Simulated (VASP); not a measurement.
Relaxed, unreconstructed slabs of Hf (hcp). Calculation: PBEsol GGA, VASP's PBE PAW potentials (set 64) (plane waves; VASP 6.6.1).

Slab and bulk use different k-meshes, so the surface energy is good to a few per cent at best.

Problem. Order the faces (001) [4 atoms], (100) [8 atoms] by surface energy, lowest first.

Solution. (001) [4 atoms] (1.89 J/m²), (100) [8 atoms] (2.05 J/m²)

Problem. And what are their work functions?

Solution. (001) [4 atoms] 4.49 eV, (100) [8 atoms] 3.97 eV.

Runs of the series that failed, ran out of time, didn't relax or are held back are left out, and each face is given by its thickest slab.

The cell is a thin slab with vacuum, built from Hf (hcp).
